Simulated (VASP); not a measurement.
An input for Ansatz (written as the equivalent of a VASP run, and not itself run):

Ansatz 0.2 input:
```yaml
crystal:
  lattice:
    - [0.0000000, 3.0022210, 3.0022210]
    - [3.0022210, 0.0000000, 3.0022210]
    - [3.0022210, 3.0022210, 0.0000000]
  atoms:
    - { symbol: Pd, position: [0.0000000, 0.0000000, 0.0000000] }
    - { symbol: Al, position: [0.2500000, 0.2500000, 0.2500000] }
kpoints:
  mp_grid: { grid: [10, 10, 10] }
hamiltonian:
  xc: r2scan
  pseudopotentials: { kind: paw }
scf:
  occupations: { method: methfessel_paxton, width: 0.1 }
  max_iter: 100
relax:
  max_steps: 60
  f_tol: 0.01
  cell: {}
output: { forces: true, stress: true, eigenvalues: true }
```

Question: Write the VASP files for the same calculation (r2SCAN).

Answer: This is not unique; one that fits is 
### POSCAR
```
PdAl
1.0
  0.0000000000   3.0022210000   3.0022210000
  3.0022210000   0.0000000000   3.0022210000
  3.0022210000   3.0022210000   0.0000000000
Pd Al
1 1
direct
  0.0000000000   0.0000000000   0.0000000000
  0.2500000000   0.2500000000   0.2500000000
```

**INCAR**
```
! general
SYSTEM  = PdAl
PREC    = Accurate
ENCUT   = 400   ! plane-wave cut-off (eV)
LREAL   = F   ! projection in real space or not
LASPH   = T   ! aspherical one-centre terms

! electronic loop
EDIFF   = 1E-6   ! SCF stop (eV)
NELM    = 100
ALGO    = Normal   ! blocked Davidson
LMAXMIX = 4   ! l cut-off of mixed one-centre charges
LMIXTAU = T

! smearing
ISMEAR  = 1
SIGMA   = 0.1

! functional
METAGGA = R2SCAN

! ions
IBRION  = 2   ! conjugate gradients
NSW     = 60
ISIF    = 3   ! ions, shape and volume
EDIFFG  = -0.01   ! ionic stop

! output
LWAVE   = F
LCHARG  = F
```

**KPOINTS**
```
Automatic mesh
0
Gamma
10 10 10
0 0 0
```

POTCAR, in this order: Pd Al (PBE.64 set). Program: vasp_std.

The two are equivalent in intent, not identical: each code has its own PAW files, so the cut-off isn't converted (ENCUT is set for VASP's; basis.ecutwfc is left out, and Ansatz then takes the one that its files recommend); Ansatz stops its SCF on the density residual and VASP on the energy change (EDIFF).

The structure was generated: PdAl was put into the zinc blende type (F-43m), which need not be its known phase. This run relaxes it. Symmetry was kept, so distortions that lower it aren't found.
